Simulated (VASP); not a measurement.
Input:

```
CELL_PARAMETERS angstrom
      0.00000     2.52319     2.52319
      2.52319     0.00000     2.52319
      2.52319     2.52319     0.00000
ATOMIC_POSITIONS crystal
  Pb 0.00000 0.00000 0.00000
```

All values below come from PBE GGA, VASP's PBE PAW potentials (set 64) (plane waves; VASP). Settings: 300 eV cut-off, 11×11×11 Γ-centred mesh, Fermi-Dirac smearing of 0.050 eV, potentials Pb_d.

Q: Give the energies of bands 6 to 9 at the high-symmetry points, in eV from the Fermi level.

A: 
```json
[
 {"band": "6", "Γ": "-11.39", "X": "-6.82", "U": "-6.90", "L": "-8.10", "W": "-6.73"},
 {"band": "7", "Γ": "6.95", "X": "-3.06", "U": "-2.13", "L": "-3.94", "W": "-1.28"},
 {"band": "8", "Γ": "6.95", "X": "1.97", "U": "-1.13", "L": "5.25", "W": "-1.28"},
 {"band": "9", "Γ": "6.95", "X": "1.97", "U": "2.83", "L": "5.25", "W": "0.30"}
]
```

It has no gap at this level: it comes out as a metal or semimetal.

The structure comes from a computed database's Pb entry; how it stands against other phases isn't given here. The cell was not relaxed at this level.
